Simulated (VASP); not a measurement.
Input for VASP

### POSCAR
```
BAs
1
    0.0000000000     2.3900000000     2.3900000000
    2.3900000000     0.0000000000     2.3900000000
    2.3900000000     2.3900000000     0.0000000000
B As
1 1
Direct
  0.0000000000   0.0000000000   0.0000000000
  0.2500000000   0.2500000000   0.2500000000
```

**INCAR**
```
SYSTEM=BAs
PREC=Accurate; ENCUT=520; LREAL=.FALSE.
LASPH=.TRUE.
EDIFF=1E-6; NELM=100; ALGO=Normal
LMAXMIX=4
ISMEAR=0; SIGMA=0.05
GGA=MK; LUSE_VDW=.TRUE.; AGGAC=0.0
PARAM1=0.1234; PARAM2=1.0
IBRION=2; NSW=60; ISIF=3
EDIFFG=-0.01
LWAVE=.FALSE.; LCHARG=.FALSE.
```

File KPOINTS:
```
Automatic mesh
0
G
9 9 9
```

POTCAR, in this order: B As (PBE.64 set). Program: vasp_std.

Task: Write an equivalent input for Quantum ESPRESSO's pw.x.

Result: One equivalent input (not run):
```
&CONTROL
  calculation = 'vc-relax'
  pseudo_dir = './pseudo'
  outdir = './out'
  tprnfor = .true.
  tstress = .true.
  nstep = 60
  forc_conv_thr = 0.00039
/
&SYSTEM
  ibrav = 0
  nat = 2
  ntyp = 2
  ecutwfc = 84
  occupations = 'smearing'
  smearing = 'gaussian'
  degauss = 0.003675
  input_dft = 'vdw-df-ob86'
/
&ELECTRONS
  conv_thr = 7.3e-08
  electron_maxstep = 100
/
&IONS
/
&CELL
/
ATOMIC_SPECIES
  B 10.810 B.upf
  As 74.922 As.upf
CELL_PARAMETERS angstrom
     0.0000000    2.3900000    2.3900000
     2.3900000    0.0000000    2.3900000
     2.3900000    2.3900000    0.0000000
ATOMIC_POSITIONS crystal
  B    0.0000000  0.0000000  0.0000000
  As   0.2500000  0.2500000  0.2500000
K_POINTS automatic
  9 9 9 0 0 0
```
What does not carry over: the potentials are each code's own (VASP's PAW set, PseudoDojo norm-conserving files in pw.x), so ENCUT and ecutwfc are chosen apart and not converted; conv_thr bounds pw.x's estimated SCF error, while EDIFF bounds the energy change between steps; forc_conv_thr acts on force components and is met together with etot_conv_thr.

The compound is BAs in the zinc blende structure. This run relaxes it. Symmetry was kept, so distortions that lower it aren't found.
